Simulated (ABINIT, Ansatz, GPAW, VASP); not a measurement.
## ZnCu2SnS4 (I-4, 8 atoms in the cell) computed with different codes at matched settings

Self-consistent single point.

```yaml
crystal:
  lattice:
    - [-2.63860, 2.63860, 5.27809]
    - [2.63860, -2.63860, 5.27809]
    - [2.63860, 2.63860, -5.27809]
  atoms:
    - { symbol: Zn, position: [0.75000, 0.25000, 0.50000] }
    - { symbol: Cu, position: [0.00000, 0.00000, 0.00000] }
    - { symbol: Cu, position: [0.25000, 0.75000, 0.50000] }
    - { symbol: Sn, position: [0.50000, 0.50000, 0.00000] }
    - { symbol: S, position: [0.36432, 0.37124, 0.47758] }
    - { symbol: S, position: [0.62876, 0.10634, 0.99308] }
    - { symbol: S, position: [0.89366, 0.88674, 0.52242] }
    - { symbol: S, position: [0.11326, 0.63568, 0.00692] }
```

All programs got the same cell, k-point mesh and kind of occupations (in Ansatz's words: kpoints.mp_grid.grid = 5 5 5; scf.occupations.method = fermi_dirac; scf.occupations.width = 0.05 eV); potentials, basis and cutoffs are each program's usual ones.

| code | model | pressure (GPa) | largest force (eV/Å) | gap on the mesh (eV) | cutoff |
|---|---|---|---|---|---|
| VASP | PBE, VASP's PBE PAW potentials (set 64) | 8.96 | 0.349 | 0.497 | 300 eV |
| GPAW | PBE, GPAW PAW datasets PBE (gpaw-data 1.0.1) | 9.94 | 0.308 | 0.476 | 800 eV |
| ABINIT | PBE, PAW (JTH v2.0 PBE PAW) | 9.48 | 0.390 | 0.457 | 816 eV |
| Ansatz | PBE, PAW files | 9.64 | 0.399 | 0.468 | default |

Gaps are read on the mesh.

The spread over the programs that give each value: pressure within 0.98 GPa; largest force within 0.091 eV/Å; gap on the mesh within 0.040 eV.

The starting cell comes from a database of computed structures (which also holds hypothetical and non-ambient phases and stackings), without a prior relaxation at this level. Its lattice was rescaled by a random factor within 2.5 % of one. On Ansatz's run: In the base run, with a pressure of about 10 GPa the cell is away from its equilibrium volume at this level.

**Question.** Why do the programs differ, and what cannot be compared?

**Answer.** Differences of this kind can come from the potentials, where these differ, and from what each basis and cutoff leave unconverged. The valence holds different numbers of electrons (VASP 72, GPAW 72, ABINIT 88, Ansatz (a first-principles code) 88). The zero of total energies and Fermi levels follows the potentials and each program's conventions, so they are not compared here. Ansatz's pressure is given at a fixed set of plane waves, as the other plane-wave codes print theirs; with its correction for the finite basis it is 9.71 GPa. In the force vectors, GPAW (by 0.080) lies more than 0.08 eV/Å from the median of the plane-wave programs.

VASP's run is marked for a possible Pulay error in its stress at this cutoff; no cutoff test was made.

Left out of this page: Quantum ESPRESSO, CP2K and SIESTA (not drawn, or without a comparable value); FLEUR (stopped by limits of time or memory).

Keys are those of Ansatz 0.2.
